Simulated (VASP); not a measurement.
# NaLi: screened Coulomb integrals of an active space by constrained RPA

NaLi, molecule in box, 2 atoms in the cell.

| Functional | Screened U within a state, mean (eV) | Screened U' between states, mean (eV) | Screened J (eV) | Bare U within a state, mean (eV) | Bare U' between states, mean (eV) | Time (s) |
|---|---|---|---|---|---|---|
| LDA | 6.73 | 6.22 | 1.23 | 7.05 | 6.54 | 29 |
| PBE | 6.72 | 6.24 | 1.24 | 7.03 | 6.54 | 26 |
| r2SCAN | 6.70 | 6.22 | 1.24 | 6.98 | 6.50 | 139 |
| PBE0 | 6.76 | 6.29 | 1.24 | 6.97 | 6.49 | 36 |
| HSE06 | 6.72 | 6.22 | 1.23 | 6.99 | 6.49 | 53 |

Limits: the cutoff lies under the usual one of these potentials, so the numbers hold a basis-set error; the periodic box is only 5.00 Å wide at its narrowest and no larger one was tried.

## Input of the first row

INCAR.step1:
```
ALGO = Normal
EDIFF = 1E-7
ENCUT = 350
GGA = CA
ISMEAR = -1
LASPH = T
LCHARG = F
LWAVE = T
NELM = 150
PREC = Accurate
SIGMA = 0.02
```

INCAR.step2, as INCAR.step1 but for:
```
- ALGO = Normal
- NELM = 150
+ ALGO = Exact
+ LOPTICS = T
+ NBANDS = 125
+ NELM = 1
```

INCAR.step3:
```
ALGO = CRPA
ENCUT = 350
ENCUTGW = 90
GGA = CA
ISMEAR = -1
LASPH = T
LCHARG = F
LOCALIZED_BASIS = BLOCH
LWAVE = F
NBANDS = 128
NCRPA_BANDS = 5 6
NTARGET_STATES = 5 6
PREC = Accurate
PRECFOCK = Fast
SIGMA = 0.02
```

KPOINTS:
```
k-points
0
Gamma
  1 1 1
```

POSCAR:
```
NaLi
1.0
    5.0000000000      0.0000000000      0.0000000000
    0.0000000000      5.0000000000      0.0000000000
    0.0000000000      0.0000000000      7.8100000000
Li Na
1 1
Direct
    0.5000000000      0.5000000000      0.3201024300
    0.5000000000      0.5000000000      0.6798975700
```

Commands (each step's output is kept before the next begins):
```
cat potpaw_LDA.64/Li_GW/POTCAR potpaw_LDA.64/Na_sv_GW/POTCAR > POTCAR
cp INCAR.step1 INCAR
mpirun -np 4 vasp_std > vasp.out
cp INCAR.step2 INCAR
mpirun -np 4 vasp_std > vasp.out
cp INCAR.step3 INCAR
mpirun -np 4 vasp_std > vasp.out
```

Changes of the last row against the first:
```
(all steps)
- GGA = CA
+ GGA = PE
+ LHFCALC = True
+ HFSCREEN = 0.2
- cat potpaw_LDA.64/Li_GW/POTCAR potpaw_LDA.64/Na_sv_GW/POTCAR > POTCAR
+ cat potpaw_PBE.64/Li_GW/POTCAR potpaw_PBE.64/Na_sv_GW/POTCAR > POTCAR
```

VASP 6.6.1 took 29 s on 4 cores (Intel Xeon Platinum 8488C (Sapphire Rapids)), a shared host.
